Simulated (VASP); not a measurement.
Input:

```
CELL_PARAMETERS angstrom
      0.00000     2.02902     2.02902
      2.02902     0.00000     2.02902
      2.02902     2.02902     0.00000
ATOMIC_POSITIONS crystal
  Pd 0.00000 0.00000 0.00000
```

Calculation: RPBE GGA, VASP's PBE PAW potentials (set 64) (plane waves; VASP). Settings: 520 eV cut-off, 16×16×16 Γ-centred mesh, first-order Methfessel-Paxton smearing of 0.10 eV, potentials Pd.

Task: Give the stress tensor in GPa (positive for a compressed cell).

Result: 
```
-7.49   0.00   0.00
 0.00  -7.49   0.00
 0.00   0.00  -7.49
```
The pressure is its mean diagonal, -7.49 GPa.

The compound is Pd in the fcc structure. This cell is one point of a volume scan, at 1.06 of the reference volume.
